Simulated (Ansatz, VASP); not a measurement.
# H82C8I2N2O29 in two plane-wave programs

Aim: how closely do two programs agree when they are given the same cell, functional and k mesh? Of the first pair: The structure shown is the start of the Ansatz relaxation below; VASP solves that cell, so the two are compared at the walk's first step.

Main program and level: Ansatz 0.2.0; plane waves, with VASP 6.6.1 beside it; single point at PBE with D3(BJ).

### 1. The structure

The cell holds 123 atoms: 8 C, 2 N, 82 H, 29 O and 2 I. Its edges and angles: a = 10.874 Å, b = 10.874 Å, c = 10.874 Å, α = 90.0°, β = 90.0°, γ = 90.0°.

### 2. Ansatz: relaxation, PBE with D3(BJ)

Ansatz runs on its default PAW (the set named soft_2) files.

The two programs are compared at the cell with which this relaxation starts, whose forces are those of its first step.

File input.yaml:

```yaml
crystal:
  lattice:
    - [10.87401, 0.0, 0.0]
    - [0.0, 10.87401, 0.0]
    - [0.0, 0.0, 10.87401]
  atoms:
    - { symbol: C, position: [0.99434, 0.8213, 0.16681] }
    - { symbol: "N", position: [0.85754, 0.80718, 0.17036] }
    - { symbol: C, position: [0.81305, 0.69137, 0.11778] }
    - { symbol: C, position: [0.78849, 0.91133, 0.10737] }
    - { symbol: C, position: [0.82636, 0.80396, 0.30233] }
    - { symbol: H, position: [0.02566, 0.80569, 0.06837] }
    - { symbol: H, position: [0.02311, 0.75576, 0.22975] }
    - { symbol: H, position: [0.02024, 0.90748, 0.20433] }
    - { symbol: H, position: [0.83082, 0.61543, 0.17921] }
    - { symbol: H, position: [0.71208, 0.69359, 0.10001] }
    - { symbol: H, position: [0.86486, 0.67572, 0.03067] }
    - { symbol: H, position: [0.80334, 0.90153, 0.00947] }
    - { symbol: H, position: [0.68766, 0.91719, 0.13408] }
    - { symbol: H, position: [0.83581, 0.99614, 0.13849] }
    - { symbol: H, position: [0.73444, 0.8156, 0.3226] }
    - { symbol: H, position: [0.86221, 0.71446, 0.33934] }
    - { symbol: H, position: [0.86942, 0.88447, 0.34611] }
    - { symbol: C, position: [0.191, 0.18556, 0.77213] }
    - { symbol: "N", position: [0.1559, 0.2322, 0.64776] }
    - { symbol: C, position: [0.0302, 0.19914, 0.63022] }
    - { symbol: C, position: [0.22819, 0.18022, 0.55205] }
    - { symbol: C, position: [0.17378, 0.37073, 0.64535] }
    - { symbol: H, position: [0.1979, 0.08649, 0.76731] }
    - { symbol: H, position: [0.13035, 0.21672, 0.84227] }
    - { symbol: H, position: [0.28257, 0.21702, 0.79377] }
    - { symbol: H, position: [0.97691, 0.236, 0.70915] }
    - { symbol: H, position: [0.00257, 0.24529, 0.54733] }
    - { symbol: H, position: [0.02086, 0.10198, 0.64451] }
    - { symbol: H, position: [0.32193, 0.20748, 0.55512] }
    - { symbol: H, position: [0.22555, 0.07847, 0.57102] }
    - { symbol: H, position: [0.19192, 0.21202, 0.46431] }
    - { symbol: H, position: [0.12796, 0.39598, 0.73334] }
    - { symbol: H, position: [0.27489, 0.38277, 0.65244] }
    - { symbol: H, position: [0.12558, 0.40678, 0.56107] }
    - { symbol: O, position: [0.28624, 0.67885, 0.13389] }
    - { symbol: H, position: [0.30832, 0.60481, 0.18377] }
    - { symbol: H, position: [0.29355, 0.75424, 0.18604] }
    - { symbol: O, position: [0.99992, 0.07845, 0.02497] }
    - { symbol: H, position: [0.01376, 0.01594, 0.95896] }
    - { symbol: H, position: [0.91416, 0.11109, 0.01879] }
    - { symbol: O, position: [0.58928, 0.88373, 0.88533] }
    - { symbol: H, position: [0.64851, 0.90383, 0.81792] }
    - { symbol: H, position: [0.53055, 0.95363, 0.89639] }
    - { symbol: O, position: [0.13471, 0.44399, 0.34326] }
[... 2 lines left out ...]
    - { symbol: O, position: [0.02762, 0.49016, 0.04183] }
[... 2 lines left out ...]
    - { symbol: O, position: [0.45871, 0.20109, 0.26906] }
[... 2 lines left out ...]
    - { symbol: O, position: [0.2745, 0.5129, 0.96471] }
[... 2 lines left out ...]
    - { symbol: O, position: [0.90297, 0.35302, 0.20915] }
[... 2 lines left out ...]
    - { symbol: O, position: [0.09356, 0.18843, 0.23094] }
[... 2 lines left out ...]
    - { symbol: O, position: [0.9023, 0.36026, 0.88813] }
[... 2 lines left out ...]
    - { symbol: O, position: [0.38722, 0.04761, 0.94959] }
[... 2 lines left out ...]
    - { symbol: O, position: [0.41878, 0.90019, 0.65078] }
[... 2 lines left out ...]
    - { symbol: O, position: [0.28412, 0.82897, 0.93574] }
[... 2 lines left out ...]
    - { symbol: O, position: [0.74138, 0.43641, 0.6734] }
[... 2 lines left out ...]
    - { symbol: O, position: [0.55711, 0.28949, 0.7753] }
[... 2 lines left out ...]
    - { symbol: O, position: [0.03802, 0.90714, 0.84579] }
[... 2 lines left out ...]
    - { symbol: O, position: [0.76249, 0.20428, 0.03266] }
[... 2 lines left out ...]
    - { symbol: O, position: [0.99399, 0.59435, 0.48834] }
[... 2 lines left out ...]
    - { symbol: O, position: [0.22854, 0.64436, 0.75107] }
[... 2 lines left out ...]
    - { symbol: O, position: [0.81684, 0.4052, 0.44846] }
[... 2 lines left out ...]
    - { symbol: O, position: [0.60395, 0.63219, 0.5383] }
[... 2 lines left out ...]
    - { symbol: O, position: [0.67572, 0.2036, 0.43927] }
[... 2 lines left out ...]
    - { symbol: O, position: [0.54672, 0.64094, 0.87917] }
[... 2 lines left out ...]
    - { symbol: O, position: [0.60221, 0.45584, 0.0903] }
[... 2 lines left out ...]
    - { symbol: O, position: [0.35412, 0.53807, 0.33309] }
[... 2 lines left out ...]
    - { symbol: O, position: [0.98979, 0.6798, 0.7283] }
    - { symbol: H, position: [0.98063, 0.66674, 0.63773] }
    - { symbol: H, position: [0.9067, 0.68067, 0.7677] }
    - { symbol: O, position: [0.59695, 0.49293, 0.33677] }
    - { symbol: H, position: [0.61903, 0.47087, 0.25027] }
    - { symbol: H, position: [0.63188, 0.43023, 0.39426] }
    - { symbol: O, position: [0.35147, 0.69404, 0.54814] }
    - { symbol: H, position: [0.35848, 0.78505, 0.55934] }
    - { symbol: H, position: [0.43267, 0.65464, 0.56578] }
    - { symbol: O, position: [0.41446, 0.30793, 0.02828] }
    - { symbol: H, position: [0.36883, 0.3813, 0.99677] }
    - { symbol: H, position: [0.42317, 0.24598, 0.96087] }
    - { symbol: I, position: [0.29453, 0.94078, 0.29719] }
    - { symbol: I, position: [0.74673, 0.94892, 0.61055] }
kpoints:
  mp_grid: { grid: [1, 1, 1] }
hamiltonian:
  xc: pbe
  dispersion: d3bj
scf:
  occupations: { method: fixed }
output:
  forces: true
relax:
  f_tol: 0.05
  max_steps: 200
  cell: {}
```

The run is started by

```console
$ ansatz run input.yaml --threads 4 --pin off --max-ram 8192MiB --backend cpu --events-out ev --progress --plain --runs-dir out
```

Numbers of over 12 decimals in the logs are rounded to 6 here.

What it wrote:

```text
Engine: ansatz 0.2.0, aarch64-unknown-linux-gnu
Pseudopotentials: kind: paw
Pseudopotential: C, paw, valence charge 4, recommended cutoff 420 eV (normal), C.paw.azcp
Pseudopotential: N, paw, valence charge 5, recommended cutoff 420 eV (normal), N.paw.azcp
Pseudopotential: H, paw, valence charge 1, recommended cutoff 420 eV (normal), H.paw.azcp
Pseudopotential: O, paw, valence charge 6, recommended cutoff 420 eV (normal), O.paw.azcp
Pseudopotential: I, paw, valence charge 17, recommended cutoff 420 eV (normal), I.paw.azcp
Functional definition: PBE
  parameter kappa = 0.804
  parameter beta = 0.066725
  exchange = pbe_x(kappa = kappa, mu = beta*pi^2/3)
  correlation = pbe_c(beta = beta)
Crystal: 123 atoms, lattice volume = 1285.787 Å³
Basis set: ecut = 420 eV, 25269 PW (Γ), exchange–correlation on 150×150×150 points (8 copies of the dense FFT grid, shifted against one another)
Bands: 289, of which v1, the nominal top of the filled ones, is band 166 counted from 1 (165 counted from 0)
Symmetry: 1 space group operations
Space group: P1 (ITA 1), of the structure as read, at distance tolerance 1.1e-4 Å
k-points: 1
Non-local potential: C, projectors of the file, l = 0: 2, l = 1: 2, l = 2: 1
Non-local potential: N, projectors of the file, l = 0: 2, l = 1: 2, l = 2: 1
Non-local potential: H, projectors of the file, l = 0: 2, l = 1: 1
Non-local potential: O, projectors of the file, l = 0: 2, l = 1: 2, l = 2: 1
Non-local potential: I, projectors of the file, l = 0: 2, l = 1: 2, l = 2: 2, l = 3: 2
PAW form: soft (Blöchl's): semilocal exchange-correlation on the pseudo side does not see the compensation charge
PAW one-centre angular grid: C, 110 points (default); XC on 64 Gauss nodes
PAW one-centre angular grid: N, 110 points (default); XC on 64 Gauss nodes
PAW one-centre angular grid: H, 110 points (default); XC on 64 Gauss nodes
PAW one-centre angular grid: O, 110 points (default); XC on 64 Gauss nodes
PAW one-centre angular grid: I, 590 points (default); XC on 64 Gauss nodes
Initial density: superposition of atomic densities (neutral atoms: chi_scale 0, normalization atom), corrected by the library's trained network
Initial wavefunctions: pseudopotential atomic-orbital guess
Functional: x = pbe(κ = 0.804, μ = 0.219515), c = pbe(β = 0.066725)
SCF iter   1: F=—  HF=-35578.944923 eV  |F-HF|=—  |Δ(HF+E_count)|=         —  Δρ=4.09e-3  dr2=2.63e-1  ethr=1.77e-3  ⟨swp⟩=6.0  Hψ=929  notcnv=0  defer=121
preconditioner: auto → Resta (q_TF=auto, 2.177 Å⁻¹)  ε∞=2.1  [insulator: Δε(μ)=3.479 eV  Ē_g=17.089 eV  n_scr=250 (ndim 8)  ℏωp=18.3 eV  f_vac=0.251  ε∞_Penn≈2.1]
SCF iter   2: F=—  HF=-35578.854229 eV  |F-HF|=—  |Δ(HF+E_count)|=   9.07e-2  Δρ=1.71e-3  dr2=4.35e-2  ethr=7.92e-5  ⟨swp⟩=2.0  Hψ=455  notcnv=0  defer=121
SCF iter   3: F=—  HF=-35578.837728 eV  |F-HF|=—  |Δ(HF+E_count)|=   1.65e-2  Δρ=7.26e-4  dr2=1.08e-2  ethr=1.31e-5  ⟨swp⟩=3.0  Hψ=333  notcnv=0  defer=46
automatic band count: iteration 3 solves 214 bands in place of 289: the levels show a gap, and the empty bands left out lie too high to hold charge; the band table lists the bands solved (type scf.n_extra_bands for more)
SCF iter   4: F=—  HF=-35578.835669 eV  |F-HF|=—  |Δ(HF+E_count)|=   2.06e-3  Δρ=2.61e-4  dr2=1.02e-3  ethr=3.25e-6  ⟨swp⟩=3.0  Hψ=333  notcnv=0  defer=46
SCF iter   5: F=—  HF=-35578.835682 eV  |F-HF|=—  |Δ(HF+E_count)|=   1.30e-5  Δρ=1.11e-4  dr2=1.44e-4  ethr=3.06e-7  ⟨swp⟩=2.0  Hψ=315  notcnv=0  defer=46
SCF iter   6: F=—  HF=-35578.835682 eV  |F-HF|=—  |Δ(HF+E_count)|=   2.94e-7  Δρ=4.27e-5  dr2=2.13e-5  ethr=4.34e-8  ⟨swp⟩=2.0  Hψ=330  notcnv=0  defer=46
SCF iter   7: F=—  HF=-35578.834264 eV  |F-HF|=—  |Δ(HF+E_count)|=   1.42e-3  Δρ=1.21e-5  dr2=1.51e-6  ethr=6.41e-9  ⟨swp⟩=2.0  Hψ=370  notcnv=0  defer=43
SCF iter   8: F=—  HF=-35578.834265 eV  |F-HF|=—  |Δ(HF+E_count)|=   1.27e-6  Δρ=4.92e-6  dr2=2.58e-7  ethr=4.54e-10  ⟨swp⟩=2.0  Hψ=340  notcnv=0  defer=43
SCF iter   9: F=-35578.834265 eV  HF=-35578.834265 eV  |F-HF|=1.42e-9  |Δ(HF+E_count)|=   3.21e-8  Δρ=1.71e-6  dr2=2.96e-8  ethr=3.01e-11  ⟨swp⟩=5.0  Hψ=766  notcnv=0
SCF 1 converged in 9 iterations: F = -35578.834265 eV  dr2 = 2.96e-8
  greatest PAW one-centre occupation: 0.999 electrons in one spin orbital (limit 2), on the I atom at site 121 (counted from 0), in its partial waves of l = 2
relax step   1: F+E_penalty+E_count = -35578.83426493 eV  Δ(F+E_penalty+E_count) = +0.000e0 eV  max|allowed force component| = 2.789e0 eV/Å  Δτ_max = 0.0000 Å  P = -0.989 GPa  Ω = 1285.787 Å³  (9 SCF iters, dr2 threshold 1.00e-7 eV, accepted)
Crystal: 123 atoms, lattice volume = 1289.998 Å³
Basis set: ecut = 420 eV, 25273 PW (Γ), exchange–correlation on 150×150×150 points (8 copies of the dense FFT grid, shifted against one another)
Initial density: handed on by an earlier stage of this run
Initial wavefunctions: those handed on with the density
[...]
- { symbol: H, position: [0.904543, 0.895100, 0.410414] }
    - { symbol: C, position: [0.242359, 0.202015, 0.785334] }
    - { symbol: N, position: [0.194721, 0.209678, 0.650125] }
    - { symbol: C, position: [0.134535, 0.089306, 0.608490] }
    - { symbol: C, position: [0.297943, 0.234126, 0.566135] }
    - { symbol: C, position: [0.103333, 0.313863, 0.641563] }
    - { symbol: H, position: [0.309544, 0.126184, 0.789667] }
    - { symbol: H, position: [0.166580, 0.182960, 0.845431] }
    - { symbol: H, position: [0.284411, 0.291099, 0.813972] }
    - { symbol: H, position: [1.059659, 0.076061, 0.671910] }
    - { symbol: H, position: [0.102089, 0.096264, 0.509129] }
    - { symbol: H, position: [0.201788, 0.013604, 0.615993] }
    - { symbol: H, position: [0.343398, 0.318937, 0.603588] }
    - { symbol: H, position: [0.360596, 0.153994, 0.567972] }
    - { symbol: H, position: [0.262250, 0.247778, 0.468962] }
    - { symbol: H, position: [0.028168, 0.295222, 0.702678] }
    - { symbol: H, position: [0.147735, 0.400722, 0.673783] }
    - { symbol: H, position: [0.071342, 0.319655, 0.541988] }
    - { symbol: O, position: [0.296759, 0.688545, 0.142045] }
    - { symbol: H, position: [0.332696, 0.637081, 0.212102] }
    - { symbol: H, position: [0.277631, 0.769257, 0.186527] }
    - { symbol: O, position: [1.003568, 0.087457, -0.096192] }
    - { symbol: H, position: [-0.000967973, -0.00413267, 0.886598] }
    - { symbol: H, position: [0.919701, 0.121541, -0.099547] }
    - { symbol: O, position: [0.613309, 0.936696, 0.983899] }
    - { symbol: H, position: [0.644257, 0.968884, 0.905592] }
    - { symbol: H, position: [0.530737, 0.975564, 0.991029] }
    - { symbol: O, position: [0.161081, 0.395273, 0.327533] }
    - { symbol: H, position: [0.148881, 0.345354, 0.248000] }
    - { symbol: H, position: [0.240344, 0.436572, 0.322347] }
    - { symbol: O, position: [-0.033036, 0.509191, 0.027943] }
    - { symbol: H, position: [0.922763, 0.500062, 0.944750] }
    - { symbol: H, position: [0.053723, 0.494049, 0.010724] }
    - { symbol: O, position: [0.458044, 0.243453, 0.298577] }
    - { symbol: H, position: [0.411384, 0.165926, 0.292082] }
[...]
- { symbol: O, position: [0.218906, 0.484844, 0.994453] }
[...]
- { symbol: O, position: [0.885604, 0.319829, 0.154665] }
[...]
- { symbol: O, position: [0.093330, 0.187865, 0.134070] }
[...]
- { symbol: O, position: [0.853438, 0.434924, 0.791379] }
[...]
- { symbol: O, position: [0.381599, 0.025047, 0.994303] }
[...]
- { symbol: O, position: [0.361570, 0.900059, 0.685802] }
[...]
- { symbol: O, position: [0.271334, 0.793342, 0.908262] }
[...]
- { symbol: O, position: [0.624778, 0.423419, 0.671888] }
[...]
- { symbol: O, position: [0.557189, 0.251196, 0.843190] }
[...]
- { symbol: O, position: [0.017938, 0.831994, 0.879814] }
[...]
- { symbol: O, position: [0.800341, 0.232096, -0.074995] }
[...]
- { symbol: O, position: [0.982026, 0.544692, 0.441265] }
[...]
- { symbol: O, position: [0.230295, 0.589033, 0.759044] }
[...]
- { symbol: O, position: [0.793546, 0.393146, 0.374708] }
[...]
- { symbol: O, position: [0.600784, 0.656564, 0.563370] }
[...]
- { symbol: O, position: [0.632906, 0.247327, 0.477948] }
[...]
- { symbol: O, position: [0.564035, 0.700807, 0.893050] }
[...]
- { symbol: O, position: [0.601486, 0.532963, 0.079724] }
[...]
- { symbol: O, position: [0.361974, 0.545108, 0.334560] }
[...]
- { symbol: O, position: [0.996555, 0.617839, 0.690489] }
    - { symbol: H, position: [0.991487, 0.595823, 0.596285] }
    - { symbol: H, position: [0.949489, 0.551994, 0.728127] }
    - { symbol: O, position: [0.609522, 0.554192, 0.329853] }
    - { symbol: H, position: [0.605399, 0.562144, 0.234166] }
    - { symbol: H, position: [0.675946, 0.490900, 0.343739] }
    - { symbol: O, position: [0.356199, 0.669103, 0.566429] }
    - { symbol: H, position: [0.344562, 0.759390, 0.590556] }
    - { symbol: H, position: [0.446482, 0.660470, 0.574047] }
    - { symbol: O, position: [0.431800, 0.344650, 0.057989] }
    - { symbol: H, position: [0.352171, 0.382499, 1.033864] }
    - { symbol: H, position: [0.459848, 0.295945, 0.982613] }
    - { symbol: I, position: [0.279058, 0.977475, 0.300380] }
    - { symbol: I, position: [0.668244, 0.975761, 0.653731] }
```

In the SCF lines HF is the Harris–Foulkes energy and dr2 the Hartree energy of the density residual, in eV; the loop may stop once dr2 is under the threshold and the program's other checks hold. Hψ counts applications of the Hamiltonian.

### 3. VASP: single point, PBE with D3(BJ), start cell, pair 1

The same cell, functional and mesh now go to VASP, with its own data sets.

Lines of VASP's logs that name or quote its potential files are left out, and so is its time.

File INCAR:

```
SYSTEM = H82C8I2N2O29
PREC = Accurate
ENCUT = 520
EDIFF = 1E-06
NELM = 120
ISMEAR = 0
SIGMA = 0.01
LREAL = Auto
ALGO = Normal
GGA = PE
IVDW = 12
NBANDS = 256
LORBIT = 11
LWAVE = .FALSE.
LCHARG = .FALSE.
ISIF = 2
LASPH = .TRUE.
GGA_COMPAT = .FALSE.
EFERMI = MIDGAP
NCORE = 4
```

File POSCAR:

```
H82C8I2N2O29
1.0
   10.8740100000      0.0000000000      0.0000000000
    0.0000000000     10.8740100000      0.0000000000
    0.0000000000      0.0000000000     10.8740100000
C N H O I
8 2 82 29 2
Direct
    0.9943433931      0.8212977549      0.1668105878
    0.8130487281      0.6913732836      0.1177762389
    0.7884855725      0.9113289394      0.1073660959
    0.8263556866      0.8039628435      0.3023263727
    0.1909966976      0.1855617201      0.7721254625
    0.0302004504      0.1991353696      0.6302182911
    0.2281862901      0.1802187050      0.5520502556
    0.1737813373      0.3707280019      0.6453461051
    0.8575401347      0.8071815273      0.1703603363
    0.1559038478      0.2321958505      0.6477555198
    0.0256575081      0.8056917365      0.0683740405
    0.0231101498      0.7557561562      0.2297496508
    0.0202409231      0.9074757150      0.2043312449
    0.8308158628      0.6154307381      0.1792071186
    0.7120832149      0.6935895774      0.1000091043
    0.8648603413      0.6757212841      0.0306694586
    0.8033374992      0.9015257481      0.0094721267
    0.6876580029      0.9171869439      0.1340811715
    0.8358094208      0.9961366598      0.1384861702
    0.7344392731      0.8155960864      0.3226040807
    0.8622118243      0.7144558447      0.3393412366
    0.8694216761      0.8844667239      0.3461096688
    0.1979030735      0.0864906323      0.7673066330
    0.1303474983      0.2167185794      0.8422743772
    0.2825728503      0.2170220553      0.7937734102
    0.9769073231      0.2360030936      0.7091496145
    0.0025657508      0.2452912955      0.5473325848
    0.0208570711      0.1019770995      0.6445092473
    0.3219327553      0.2074763588      0.5551217996
    0.2255469693      0.0784715114      0.5710220976
[... 87 atom lines left out ...]
    0.9897912546      0.6798044144      0.7282961851
    0.5969462967      0.4929276320      0.3367662895
    0.3514710764      0.6940401931      0.5481418538
    0.4144561206      0.3079268825      0.0282784364
    0.2945279616      0.9407844944      0.2971856748
    0.7467254490      0.9489231663      0.6105475349
```

File KPOINTS:

```
Automatic mesh
0
Gamma
1 1 1
0 0 0
```

Potentials, in the order of the species: C, N, H, O and I (PBE family, release 64).

The run is started by

```console
$ mpirun -np 16 vasp_gam
```

What it wrote:

```text
[banner, memory and clock lines left out]
running   16 mpi-ranks, on    1 nodes
[...]
LDA part: xc-table for (Slater+PW92), standard interpolation
 POSCAR, INCAR and KPOINTS ok, starting setup
[...]
entering main loop
       N       E                     dE             d eps       ncg     rms          rms(c)
DAV:   1     0.235645113962E+04    0.23565E+04   -0.16281E+05   528   0.112E+03
DAV:   2    -0.376603492045E+03   -0.27331E+04   -0.25961E+04   640   0.276E+02
DAV:   3    -0.652846077656E+03   -0.27624E+03   -0.27388E+03   648   0.900E+01
DAV:   4    -0.657877168523E+03   -0.50311E+01   -0.50175E+01   632   0.136E+01
[...]
DAV:  17    -0.602374166167E+03    0.35879E-05   -0.70525E-05   648   0.233E-02    0.144E-02
DAV:  18    -0.602374164908E+03    0.12586E-05   -0.22621E-05   608   0.108E-02    0.567E-03
DAV:  19    -0.602374164452E+03    0.45574E-06   -0.21738E-06   536   0.497E-03
   1 F= -.60727699E+03 E0= -.60727699E+03  d E =0.000000E+00
```

OUTCAR, selected parts (step 3):

```text
  FREE ENERGIE OF THE ION-ELECTRON SYSTEM (eV)
  ---------------------------------------------------
  free  energy   TOTEN  =      -607.2769893821 eV

  energy  without entropy=     -607.2769893821  energy(sigma->0) =     -607.27698938
```

The run ends at a pressure of -1.05 GPa, with forces up to 2.9 eV/Å.

### 4. Differences

Known differences besides the potentials themselves: fixed occupations in Ansatz, narrow Gaussian smearing in VASP; the data sets hold 332 valence electrons in Ansatz (on its default PAW (the set named soft_2) files) and 312 in VASP; the cutoff is 420 eV in Ansatz and 520 eV in VASP (PREC = Accurate, projectors in real space). Total energies have different zeros and are not compared.

Forces on 10 of the 123 atoms, those with the largest forces and the largest differences (eV/Å; atoms numbered as in POSCAR):

```csv
atom,"Ansatz x, y, z","VASP x, y, z"
C1,"-0.852, -0.208, -2.789","-0.828, -0.205, -2.783"
C4,"2.473, -0.076, 0.979","2.463, -0.084, 1.018"
C6,"-1.859, 0.836, 1.275","-1.897, 0.828, 1.258"
C7,"0.413, -2.502, -0.743","0.443, -2.512, -0.776"
N10,"0.853, 1.617, 1.841","0.857, 1.634, 1.856"
H12,"1.234, -1.812, 0.923","1.239, -1.821, 0.930"
H20,"-2.602, -0.068, -0.039","-2.611, -0.066, -0.034"
H43,"0.787, 0.038, -0.105","0.703, -0.001, -0.163"
H52,"0.485, 0.102, 0.297","0.446, 0.075, 0.208"
H72,"0.689, -0.179, 0.317","0.586, -0.176, 0.333"
```

The forces differ by 38 meV/Å r.m.s., which is 6.0 % of the r.m.s. force of 0.636 eV/Å (both taken over all components).

(Part 1 of 2 ends here.)

[Lines on the potential files, build, host, timing and source positions are cut from VASP's logs without a mark.]

[Logs are printed without paths, hosts, clocks, repeated set-up lines and the standing remarks that a program may print on its own settings, such as how far it seeks lower states.]

[Hosts, paths, dates, database ids (printed as entryN), source tags and the programs' standing remarks are cut or masked in the printed files.]
